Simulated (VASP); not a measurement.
A run of VASP 6.6.1 is set up as follows.

INCAR

```
SYSTEM = SiH2BrCl
PREC = Accurate
ENCUT = 520
EDIFF = 1E-6
ISMEAR = 0
SIGMA = 0.01
LREAL = .False.
LASPH = .True.
NELM = 60
ALGO = Normal
ISIF = 2
LWAVE = .False.
LCHARG = .True.
GGA = PE
LELF = .True.
```

File KPOINTS:

```
Automatic mesh
0
Gamma
  1 1 1
  0 0 0
```

The input POSCAR:

```
SiH2BrCl
1.0
   12.0000000000      0.0000000000      0.0000000000
    0.0000000000     12.0000000000      0.0000000000
    0.0000000000      0.0000000000     12.0000000000
Cl Si Br H
1 1 1 2
Direct
    0.4081708300      0.4570166700      0.6258791700
    0.4962458300      0.4952750000      0.4855041700
    0.4010541700      0.6117250000      0.3797875000
    0.5151708300      0.3917750000      0.4218291700
    0.6011125000      0.5501583300      0.5189125000
```

Potentials or basis: VASP PAW PBE potentials, release 64 (Cl, Si, Br, H).

Launch:

```sh
$ cat potpaw_PBE.64/Cl/POTCAR potpaw_PBE.64/Si/POTCAR potpaw_PBE.64/Br/POTCAR potpaw_PBE.64/H/POTCAR > POTCAR
$ mpirun -np 1 vasp_gam > vasp.out
```

Question: Predict the gap between the frontier levels.

Answer: 5.96 eV.

Question: Estimate the largest force.

Answer: 0.235 eV/Å.

Forces in eV/Å, atoms in the order of the input:
```
Cl  -0.110 -0.062  0.198
Si   0.066 -0.022 -0.023
Br  -0.112  0.148 -0.143
H    0.026 -0.128 -0.075
H    0.129  0.063  0.042
```

A hybrid or GW would open this gap; PBE tends to underestimate it.
